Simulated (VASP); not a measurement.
# Nb2SiO2 (P6_3/mmc) in VASP: single point with r2SCAN

Aim: the single point of Nb2SiO2 with r2SCAN.

Program: VASP 6.6.1. These are calculated values, not measurements. Logs are shortened: lines on timing, memory, paths and dates and some standing lists are left out, and cuts for length are marked.

## Step 1: The structure

It takes space group P6_3/mmc (No. 194, hexagonal). Conventional cell: a = 3.016 Å, b = 3.016 Å, c = 18.859 Å, α = 90.00°, β = 90.00°, γ = 120.00°. Nb (site symmetry 3m) has 3 O at 2.08 Å as nearest neighbours. Si (site symmetry -6m2) has 6 Nb at 2.69 Å and 6 Si at 3.02 Å as nearest neighbours. O (site symmetry 3m) is surrounded by 3 Nb at 2.08 Å.

The cell was built by a generator and needn't be a form met in nature.

## Step 2: Single point, r2SCAN

Contents of INCAR:

```
SYSTEM = Nb2SiO2
PREC = Accurate ; ENCUT = 520
EDIFF = 1E-6 ; ISMEAR = 0
SIGMA = 0.1 ; LREAL = .False.
LASPH = .True. ; NELM = 150
ALGO = Normal ; ISIF = 2
LWAVE = .False. ; LCHARG = .False.
METAGGA = R2SCAN ; LMIXTAU = .True.
NBANDS = 53 ; KPAR = 4
```

Contents of KPOINTS:

```
regular mesh
0
Gamma
  12 12 2
  0 0 0
```

Contents of POSCAR:

```
Nb2SiO2
1.0
    3.0155590000      0.0000000000      0.0000000000
   -1.5077800000      2.6115510000      0.0000000000
    0.0000000000      0.0000000000     18.8593800000
Nb Si O
4 2 4
Direct
    0.6666670000      0.3333330000      0.3585470000
    0.3333330000      0.6666670000      0.6414530000
    0.6666670000      0.3333330000      0.1414530000
    0.3333330000      0.6666670000      0.8585470000
    0.3333330000      0.6666670000      0.2500000000
    0.6666670000      0.3333330000      0.7500000000
    0.3333330000      0.6666670000      0.4191120000
    0.6666670000      0.3333330000      0.5808880000
    0.3333330000      0.6666670000      0.0808880000
    0.6666670000      0.3333330000      0.9191120000
```

Potentials or basis: VASP PAW PBE potentials, release 64 (Nb_sv, Si, O).

Command:

```bash
$ cat potpaw_PBE.64/Nb_sv/POTCAR potpaw_PBE.64/Si/POTCAR potpaw_PBE.64/O/POTCAR > POTCAR
$ mpirun -np 4 vasp_std > vasp.out
```

OUTCAR:

```text
SYSTEM = Nb2SiO2
   PREC = Accurate
   ENCUT = 520
   EDIFF = 1E-6
   ISMEAR = 0
   LREAL = .False.
   LASPH = .True.
   NELM = 150
   ISIF = 2
   METAGGA = R2SCAN

 ion  position               nearest neighbor table
   1  0.667  0.333  0.359-   7 2.08   7 2.08   7 2.08   5 2.69   5 2.69   5 2.69
   2  0.333  0.667  0.641-   8 2.08   8 2.08   8 2.08   6 2.69   6 2.69   6 2.69
   3  0.667  0.333  0.141-   9 2.08   9 2.08   9 2.08   5 2.69   5 2.69   5 2.69
   4  0.333  0.667  0.859-  10 2.08  10 2.08  10 2.08   6 2.69   6 2.69   6 2.69
   5  0.333  0.667  0.250-   1 2.69   3 2.69   1 2.69   3 2.69   1 2.69   3 2.69
   6  0.667  0.333  0.750-   2 2.69   4 2.69   2 2.69   4 2.69   2 2.69   4 2.69
   7  0.333  0.667  0.419-   1 2.08   1 2.08   1 2.08
   8  0.667  0.333  0.581-   2 2.08   2 2.08   2 2.08
   9  0.333  0.667  0.081-   3 2.08   3 2.08   3 2.08
  10  0.667  0.333  0.919-   4 2.08   4 2.08   4 2.08

  LATTYP: Found a hexagonal cell.
 ALAT       =     3.0155590000
 C/A-ratio  =     6.2540245440

  Lattice vectors:

 A1 = (   3.0155590000,   0.0000000000,   0.0000000000)
 A2 = (  -1.5077800000,   2.6115510000,   0.0000000000)
 A3 = (   0.0000000000,   0.0000000000,  18.8593800000)

Analysis of symmetry for initial positions (statically):
=====================================================================
 Subroutine PRICEL returns:
 Original cell was already a primitive cell.

 Routine SETGRP: Setting up the symmetry group for a
 hexagonal supercell.

 Subroutine GETGRP returns: Found 24 space group operations
 (whereof 12 operations were pure point group operations)
 out of a pool of 24 trial point group operations.

The static configuration has the point symmetry D_3d.
 The point group associated with its full space group is D_6h.

Analysis of symmetry for dynamics (positions and initial velocities):
=====================================================================
 Subroutine PRICEL returns:
 Original cell was already a primitive cell.

 Routine SETGRP: Setting up the symmetry group for a
 hexagonal supercell.

 Subroutine GETGRP returns: Found 24 space group operations
 (whereof 12 operations were pure point group operations)
 out of a pool of 24 trial point group operations.

The dynamic configuration has the point symmetry D_3d.
 The point group associated with its full space group is D_6h.

 Subroutine INISYM returns: Found 24 space group operations
 (whereof 12 operations are pure point group operations),
 and found     1 'primitive' translations

----------------------------------------------------------------------------------------

[... 122 lines left out ...]
   EFERMI =   0.00;   METHOD = LEGACY
   ISMEAR =     0;   SIGMA  =   0.10  broadening in eV -4-tet -1-fermi 0-gaus
   EFERMI_NEDOS =   21; number of points for ismear=-14 and -15
   IALGO  =     38    algorithm
   IMIX   =      4    mixing-type and parameters
     AMIX     =   0.40;   BMIX     =  1.00
     AMIX_MAG =   1.60;   BMIX_MAG =  1.00
  volume/ion in A,a.u.               =      14.85       100.23
  Fermi-wavevector in a.u.,A,eV,Ry     =   1.353848  2.558402 24.938190  1.832905
  Thomas-Fermi vector in A             =   2.481069
   LORBIT       =      0    0 simple, 1 ext, 2 COOP (PROOUT), +10 PAW based schemes
   METAGGA = R2SCAN    functional components
   LHFCALC =     F    Hartree Fock is set to
   AEXX    =    0.0000 exact exchange contribution
   IVDW    =     0    specifies the selected vdW correction
   LEPSILON=     F    determine dielectric tensor
   LRPA    =     F    only Hartree local field effects (RPA)
 non-spin polarized calculation
 Gauss-broadening in eV      SIGMA  =   0.10
  energy-cutoff  :      520.00
  volume of cell :      148.52
 maximum number of plane-waves:      4051
 NGX is ok and might be reduce to    24
   NGX = 11   NGY = 11   NGZ = 71

 number of electron      84.0000016 magnetization

 Free energy of the ion-electron system (eV)
  ---------------------------------------------------
  ext. energy  EPLUGINS =         0.00000000
  ---------------------------------------------------
  free energy    TOTEN  =      -156.02546229 eV

  energy without entropy =     -155.99930827  energy(sigma->0) =     -156.01238528

 E-fermi :   7.8790     XC(G=0): -11.6772

 val. band max:        7.8789844954   @ k =   0.0833   0.0000   0.0000
 cond. band min:       7.8936911985   @ k =   0.0833   0.0000   0.0000
 fundamental gap:      0.0147067031
 Fermi energy:         7.8789903791

 k-point     1 :       0.0000    0.0000    0.0000
  band No.  band energies     occupation
      1     -49.8919      2.00000
      2     -49.8919      2.00000
      3     -49.8910      2.00000
      4     -49.8910      2.00000
      5     -25.4413      2.00000
      6     -25.4407      2.00000
[... 1333 lines left out ...]
     52      11.4855      0.00000
     53      12.0611      0.00000

 [... further k-points ...]

------------------------ aborting loop because EDIFF is reached ----------------------------------------

  FORCE on cell =-STRESS in cart. coord.  units (eV):
  Direction    XX          YY          ZZ          XY          YZ          ZX
  --------------------------------------------------------------------------------------
  -------------------------------------------------------------------------------------
  Total       -2.2271833     -2.2271838     -1.7700267      0.0000004      0.0000000      0.0000000
  in kB      -24.0255197    -24.0255252    -19.0939876      0.0000046      0.0000000      0.0000000
  external PRESSURE =     -22.3816775 kB  Pullay stress =       0.0000000 kB

 VOLUME and BASIS-vectors are now :
 -----------------------------------------------------------------------------
  energy-cutoff  :      520.00
  volume of cell :      148.52
      direct lattice vectors                 reciprocal lattice vectors
     3.015559000  0.000000000  0.000000000     0.331613475  0.191457171  0.000000000
    -1.507780000  2.611551000  0.000000000     0.000000000  0.382914215  0.000000000
     0.000000000  0.000000000 18.859380000     0.000000000  0.000000000  0.053024012

 POSITION                                       TOTAL-FORCE (eV/Angst)
 -----------------------------------------------------------------------------------
      1.50778      0.87052      6.76197         0.000000     -0.000000      0.244623
     -0.00000      1.74103     12.09741        -0.000000      0.000000     -0.244623
      1.50778      0.87052      2.66772         0.000000     -0.000000     -0.244623
     -0.00000      1.74103     16.19166        -0.000000     -0.000000      0.244623
     -0.00000      1.74103      4.71485         0.000000     -0.000000     -0.000000
      1.50778      0.87052     14.14454        -0.000000     -0.000000     -0.000000
     -0.00000      1.74103      7.90419         0.000000     -0.000000     -0.219848
      1.50778      0.87052     10.95519         0.000000      0.000000      0.219848
     -0.00000      1.74103      1.52550         0.000000      0.000000      0.219848
      1.50778      0.87052     17.33388        -0.000000      0.000000     -0.219848
 -----------------------------------------------------------------------------------
    total drift:                               -0.006881      0.003973     -0.002179

  FREE ENERGIE OF THE ION-ELECTRON SYSTEM (eV)
  ---------------------------------------------------
  free  energy   TOTEN  =      -156.0254622917 eV

  energy  without entropy=     -155.9993082702  energy(sigma->0) =     -156.01238528
```

OSZICAR:

```text
N       E                     dE             d eps       ncg     rms          rms(c)
DAV:   1     0.887700891764E+03    0.88770E+03   -0.46783E+04  4100   0.163E+03
[... 45 lines left out ...]
DAV:  47    -0.156025326785E+03    0.41087E-04   -0.14928E-04  5348   0.498E-02    0.754E-02
DAV:  48    -0.156025302984E+03    0.23800E-04   -0.13414E-05  5416   0.185E-02    0.738E-02
DAV:  49    -0.156025261514E+03    0.41470E-04   -0.77542E-06  3832   0.136E-02    0.723E-02
DAV:  50    -0.156025350437E+03   -0.88923E-04   -0.97441E-06  3864   0.180E-02    0.715E-02
DAV:  51    -0.156025439906E+03   -0.89469E-04   -0.68296E-05  4660   0.373E-02    0.699E-02
DAV:  52    -0.156025462966E+03   -0.23060E-04   -0.20136E-05  4920   0.224E-02    0.693E-02
DAV:  53    -0.156025462292E+03    0.67402E-06   -0.16440E-06  2875   0.762E-03
   1 F= -.15602546E+03 E0= -.15601239E+03  d E =-.261540E-01
```

stdout:

```text
POSCAR found type information on POSCAR NbSiO
 POSCAR found :  3 types and      10 ions
 scaLAPACK will be used
 -----------------------------------------------------------------------------
|                                                                             |
|                                                                             |
|     You enforced a specific xc type in the INCAR file but a different       |
|     I HOPE YOU KNOW WHAT YOU ARE DOING!                                     |
|                                                                             |
 -----------------------------------------------------------------------------

 LDA part: xc-table for (None), standard interpolation
 POSCAR, INCAR and KPOINTS ok, starting setup
 FFT: planning ... GRIDC
 FFT: planning ... GRID_SOFT
 FFT: planning ... GRID
 WAVECAR not read
 entering main loop
```

It took 13 min on 4 MPI ranks of Intel Xeon Platinum 8259CL at 2.50GHz (Skylake/Cascade Lake), shared host; peak memory 0.46 GiB.

Results:

```yaml
Free_energy: -156.0255 eV
Pressure: -2.2 GPa
Largest_force: 0.245 eV/Å
Band_gap_on_the_k_mesh: none (metal or under the smearing width)
```

Forces in eV/Å, atoms in the order of the input:
```
Nb   0.000  0.000  0.245
Nb   0.000  0.000 -0.245
Nb   0.000  0.000 -0.245
Nb   0.000  0.000  0.245
Si   0.000  0.000  0.000
Si   0.000  0.000  0.000
O    0.000  0.000 -0.220
O    0.000  0.000  0.220
O    0.000  0.000  0.220
O    0.000  0.000 -0.220
```

Levels at points of the mesh, in eV from the Fermi level:
```csv
k point,band 39,band 40,band 41,band 42,band 43,band 44,band 45,band 46
"(0.00, 0.00, 0.00)",0.14,0.14,0.15,0.15,0.31,0.45,0.45,0.46
"(0.50, 0.00, 0.00)",-1.07,-0.96,-0.79,-0.71,0.61,0.62,0.65,0.65
"(0.00, 0.00, 0.50)",0.14,0.14,0.14,0.14,0.46,0.46,0.46,0.46
"(0.50, 0.00, 0.50)",-1.02,-1.02,-0.74,-0.74,0.61,0.61,0.65,0.65
```

Caveat: the PAW data sets were made with another functional, which shifts forces and pressure a little.
